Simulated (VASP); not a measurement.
Consider the following.

```
EuS
1.0
    0.00000     2.91148     2.91148
    2.91148     0.00000     2.91148
    2.91148     2.91148     0.00000
Eu S
1 1
Direct
  0.00000   0.00000   0.00000
  0.50000   0.50000   0.50000
```

Level of theory: PBE GGA with D3 dispersion (zero damping), VASP's PBE PAW potentials (set 64) (plane waves; VASP). Settings: 520 eV cut-off, 9×9×9 Γ-centred mesh, tetrahedra with Blöchl corrections, potentials Eu_2 S.

The 4f electrons are frozen in the core of the lanthanide potential, so 4f levels, which can set the real gap, and their magnetism are missing.

Task: What does the run give for the energy per atom (σ→0)?

Result: 
```json
{
  "energy per atom (σ→0)": "-5.547 eV/atom"
}
```

The absolute energy has meaning only against runs of the same code, potentials and settings.

The compound is EuS in the rock salt structure. It was relaxed first, which changed the volume by -7 %.
